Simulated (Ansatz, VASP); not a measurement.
## Cross-check of GeSb2C (CuAu-ordered zincblende type (invented)) between VASP and Ansatz

One calculation is typed for both programs; each brings its own data sets. How far apart do they land? The cell is generated by rule, not measured, and may not be a known phase. The two relaxations start from unlike cells of this crystal (the structure described is Ansatz's start), so only their ends are compared.

Program: Ansatz 0.2.0. Level of theory: plane waves, with VASP 6.6.1 beside it; relaxation of cell and atoms at LDA. Results are calculated unless marked as measured.

### 1. Starting point

The structure is tetragonal, space group P-4m2 (No. 115). The conventional cell has a = 3.919 Å, b = 3.919 Å, c = 5.543 Å, α = 90.00°, β = 90.00°, γ = 90.00°. Ge has 4 Sb at 2.40 Å nearest. Nearest to C lie 4 Sb at 2.40 Å. Nearest to Sb lie 2 Ge at 2.40 Å and 2 C at 2.40 Å. Farther neighbours are not listed.

Structure file:

```cif
data_structure
_symmetry_space_group_name_H-M 'P-4m2'
_symmetry_Int_Tables_number 115
_cell_length_a 3.9192
_cell_length_b 3.9192
_cell_length_c 5.5426
_cell_angle_alpha 90.000
_cell_angle_beta 90.000
_cell_angle_gamma 90.000
_cell_volume 85.13
loop_
_atom_site_label
_atom_site_type_symbol
_atom_site_symmetry_multiplicity
_atom_site_Wyckoff_symbol
_atom_site_fract_x
_atom_site_fract_y
_atom_site_fract_z
_atom_site_occupancy
Ge1 Ge 1 a 0.00000 0.00000 0.00000 1
C1 C 1 c 0.50000 0.50000 0.50000 1
Sb1 Sb 2 g 0.00000 0.50000 0.25000 1
```

### 2. VASP: relaxation of cell and atoms, LDA

The relaxed volume is the usual yardstick between codes: in a stiff, nearly cubic crystal its relative difference is about their pressure difference at one cell divided by the bulk modulus.

Lines of VASP's logs that name or quote its potential files are left out, and so is its time.

INCAR reads:

```
SYSTEM = GeSb2C
PREC = Accurate
ENCUT = 600
EDIFF = 1E-07
NELM = 120
ISMEAR = 0
SIGMA = 0.1
LREAL = .FALSE.
ALGO = Normal
GGA = CA
NBANDS = 20
LORBIT = 11
LWAVE = .FALSE.
LCHARG = .FALSE.
ISIF = 3
IBRION = 2
NSW = 80
EDIFFG = -0.005
LASPH = .TRUE.
GGA_COMPAT = .FALSE.
NELMIN = 4
KPAR = 2
```

POSCAR reads:

```
GeSb2C
1.0
    4.2444693804      0.0000000000      0.0000000000
    0.0000000000      4.2444693804      0.0000000000
    0.0000000000      0.0000000000      4.8488979680
Ge C Sb
1 1 2
Direct
    0.0000000000      0.0000000000      0.0000000000
    0.5000000000      0.5000000000      0.5000000000
    0.0000000000      0.5000000000      0.3301755538
    0.5000000000      0.0000000000      0.6698244462
```

KPOINTS reads:

```
Automatic mesh
0
Gamma
6 6 4
0 0 0
```

The projector-augmented-wave data sets are Ge_d, C and Sb (LDA family, release 64).

The run is started by

```
mpirun -np 2 vasp_std
```

Numbers of over 12 decimals in the logs are rounded to 6 here.

What it wrote:

```text
[banner, memory and clock lines left out]
running    2 mpi-ranks, on    1 nodes
 distrk:  each k-point on    1 cores,    2 groups
 distr:  one band on    1 cores,    1 groups

 POSCAR found type information on POSCAR GeC Sb
 POSCAR found :  3 types and       4 ions
 LDA part: xc-table for (Slater(with rela. corr.)+CA(PZ))
 , standard interpolation
 POSCAR, INCAR and KPOINTS ok, starting setup
 FFT: planning ... GRIDC
 FFT: planning ... GRID_SOFT
 FFT: planning ... GRID
 WAVECAR not read
 entering main loop
       N       E                     dE             d eps       ncg     rms          rms(c)
DAV:   1     0.226609017303E+03    0.22661E+03   -0.13635E+04  1360   0.235E+03
DAV:   2     0.826342621992E+01   -0.21835E+03   -0.21219E+03  1428   0.607E+02
DAV:   3    -0.213086579082E+02   -0.29572E+02   -0.28919E+02  1436   0.131E+02
DAV:   4    -0.228367188900E+02   -0.15281E+01   -0.15133E+01  1440   0.335E+01
DAV:   5    -0.228785065545E+02   -0.41788E-01   -0.41769E-01  1472   0.585E+00    0.816E+00
DAV:   6    -0.213446022005E+02    0.15339E+01   -0.12309E+01  1596   0.143E+01    0.409E+00
DAV:   7    -0.212643429425E+02    0.80259E-01   -0.14075E+00  1284   0.605E+00    0.228E+00
DAV:   8    -0.212522160939E+02    0.12127E-01   -0.37359E-01  1480   0.265E+00    0.735E-01
DAV:   9    -0.212378577590E+02    0.14358E-01   -0.87333E-02  1512   0.145E+00    0.154E-01
DAV:  10    -0.212382252984E+02   -0.36754E-03   -0.82882E-03  1336   0.497E-01    0.684E-02
DAV:  11    -0.212381621299E+02    0.63168E-04   -0.75145E-04  1436   0.165E-01    0.406E-02
DAV:  12    -0.212381620335E+02    0.96386E-07   -0.19664E-04  1364   0.706E-02    0.121E-02
DAV:  13    -0.212381616619E+02    0.37164E-06   -0.94598E-06  1644   0.219E-02    0.101E-02
DAV:  14    -0.212381604207E+02    0.12412E-05   -0.14087E-06  1440   0.643E-03    0.789E-03
DAV:  15    -0.212381593253E+02    0.10954E-05   -0.45984E-06  1396   0.105E-02    0.108E-03
DAV:  16    -0.212381593355E+02   -0.10129E-07   -0.19319E-07  1252   0.296E-03
   1 F= -.21238159E+02 E0= -.21235243E+02  d E =-.212382E+02
 curvature:   0.00 expect dE= 0.000E+00 dE for cont linesearch  0.000E+00
 trial: gam= 0.00000 g(F)=  0.152E-05 g(S)=  0.124E-04 ort = 0.000E+00 (trialstep = 0.100E+01)
 search vector abs. value=  0.139E-04
 bond charge predicted
       N       E                     dE             d eps       ncg     rms          rms(c)
DAV:   1    -0.212382365421E+02   -0.77217E-04   -0.12219E-03  1648   0.507E-01    0.509E-02
DAV:   2    -0.212381808926E+02    0.55650E-04   -0.89526E-05  1572   0.148E-01    0.257E-02
DAV:   3    -0.212381621716E+02    0.18721E-04   -0.29975E-05  1520   0.747E-02    0.588E-03
DAV:   4    -0.212381611200E+02    0.10516E-05   -0.18917E-06  1572   0.171E-02    0.334E-03
DAV:   5    -0.212381609335E+02    0.18648E-06   -0.16199E-07   792   0.522E-03    0.105E-03
DAV:   6    -0.212381609333E+02    0.21100E-09   -0.39063E-08   660   0.199E-03
   2 F= -.21238161E+02 E0= -.21235249E+02  d E =-.159787E-05
 trial-energy change:   -0.000002  1 .order   -0.000003   -0.000014    0.000007
 step:   0.5361(harm=  0.6547)  dis= 0.00010  next Energy=   -21.238163 (dE=-0.347E-05)
 reached required accuracy - stopping structural energy minimisation
```

OUTCAR, selected parts (step 2):

```text
ion  position               nearest neighbor table
   1  0.000  0.000  0.000-   3 2.66   4 2.66   3 2.66   4 2.66
   2  0.500  0.500  0.500-   3 2.28   4 2.28   4 2.28   3 2.28
   3  0.000  0.500  0.330-   2 2.28   2 2.28   1 2.66   1 2.66   4 3.42   4 3.42   4 3.42   4 3.42

  LATTYP: Found a simple tetragonal cell.
 ALAT       =     4.2444693804
 C/A-ratio  =     1.1424038044

 Subroutine GETGRP returns: Found  8 space group operations
 (whereof  8 operations were pure point group operations)

The static configuration has the point symmetry D_2d.

 Found     30 irreducible k-points:

   k-points           NKPTS =     30   k-points in BZ     NKDIM =     30   number of bands    NBANDS=     20

   dimension x,y,z NGX =    36 NGY =   36 NGZ =   40
   dimension x,y,z NGXF=    72 NGYF=   72 NGZF=   80

   ENCUT  =  600.0 eV  44.10 Ry    6.64 a.u.   8.48  8.48  9.68*2*pi/ulx,y,z

   NELECT =      28.0000    total number of electrons

 k-points in reciprocal lattice and weights: Automatic mesh
   0.00000000  0.00000000  0.00000000       0.007
   0.16666667  0.00000000  0.00000000       0.028
   0.33333333  0.00000000  0.00000000       0.028
   0.50000000  0.00000000  0.00000000       0.014
   0.16666667  0.16666667  0.00000000       0.028
   0.33333333  0.16666667  0.00000000       0.056
   0.50000000  0.16666667  0.00000000       0.028
   0.33333333  0.33333333  0.00000000       0.028
   0.50000000  0.33333333  0.00000000       0.028
[...]
0.50000000  0.33333333  0.50000000       0.028
   0.50000000  0.50000000  0.50000000       0.007

 average (electrostatic) potential at core
       1 -73.5518       2 -52.6480       3 -87.1247       4 -87.1247

 E-fermi :   6.7893

 k-point     1 :       0.0000    0.0000    0.0000
  band No.  band energies     occupation
    ...
     12       5.1095      2.00000
     13       5.5964      2.00000
     14       5.5964      2.00000
     15       6.6307      1.97510
     16       6.7178      1.68811
     17       9.2934      0.00000
     18       9.6165      0.00000
     19       9.6165      0.00000
     20      12.5093      0.00000

 k-point     2 :       0.1667    0.0000    0.0000
  band No.  band energies     occupation
    ...
     11       3.2654      2.00000
     12       5.1698      2.00000
     13       5.3281      2.00000
     14       5.8512      2.00000
     15       6.2916      2.00000
     16       7.6993      0.00000
     17       9.3454      0.00000
     18       9.7577      0.00000
     19       9.9861      0.00000
     20      12.3333      0.00000

 k-point     3 :       0.3333    0.0000    0.0000
  band No.  band energies     occupation
    ...
     10       2.1572      2.00000
     11       2.2735      2.00000
     12       4.6784      2.00000
     13       4.7449      2.00000
     14       5.4874      2.00000
     15       7.9745      0.00000
     16       8.2347      0.00000
     17       9.7866      0.00000
     18      10.1942      0.00000
     19      10.2708      0.00000
    ...

  Total        0.0136717      0.0136717      0.0068665      0.0000000      0.0000000      0.0000000
  in kB        0.2509167      0.2509167      0.1260199      0.0000000      0.0000000      0.0000000
  external PRESSURE =       0.2092844 kB  Pullay stress =       0.0000000 kB

  energy-cutoff  :      600.00
  volume of cell :       87.30
      direct lattice vectors                 reciprocal lattice vectors
     4.243414428  0.000000000  0.000000000     0.235659283  0.000000000  0.000000000
     0.000000000  4.243414428 -0.000000000     0.000000000  0.235659283  0.000000000
     0.000000000 -0.000000000  4.848116826     0.000000000  0.000000000  0.206265657

 POSITION                                       TOTAL-FORCE (eV/Angst)
 -----------------------------------------------------------------------------------
      0.00000      0.00000     -0.00000        -0.000000      0.000000      0.000000
      2.12171      2.12171      2.42406        -0.000000      0.000000      0.000000
      4.24341      2.12171      1.60054         0.000000      0.000000     -0.001472
      2.12171     -0.00000      3.24758        -0.000000     -0.000000      0.001472
 -----------------------------------------------------------------------------------
    total drift:                                0.000000      0.000000     -0.000000

  FREE ENERGIE OF THE ION-ELECTRON SYSTEM (eV)
  ---------------------------------------------------
  free  energy   TOTEN  =       -21.2381609333 eV

  energy  without entropy=      -21.2323362538  energy(sigma->0) =      -21.23524859

 reached required accuracy - stopping structural energy minimisation

 total charge
# of ion       s       p       d       tot
------------------------------------------
    1        1.188   1.157  10.016  12.361
    2        0.938   1.302   0.000   2.241
    3        1.178   1.185   0.082   2.445
    4        1.178   1.185   0.082   2.445
--------------------------------------------------
tot          4.483   4.829  10.180  19.491

[... 3 further parts left out ...]
```

CONTCAR:

```
GeSb2C
   1.00000000000000
     4.2434144284736890    0.0000000000000000    0.0000000000000000
     0.0000000000000000    4.2434144284736890   -0.0000000000000000
     0.0000000000000000   -0.0000000000000000    4.8481168260259349
  Ge              C               Sb
     1     1     2
Direct
     0.0000000000000000    0.0000000000000000    0.0000000000000000
     0.5000000000000000    0.5000000000000000    0.5000000000000000
     1.0000000000000000    0.5000000000000000    0.3301360904435010
     0.5000000000000000    0.0000000000000000    0.6698639095564990
```

(Part 1 of 2 ends here.)

[Lines on the potential files, build, host, timing and source positions are cut from VASP's logs without a mark.]

[Logs are printed without paths, hosts, clocks, repeated set-up lines and the standing remarks that a program may print on its own settings, such as how far it seeks lower states.]

[Hosts, paths, dates, database ids (printed as entryN), source tags and the programs' standing remarks are cut or masked in the printed files.]
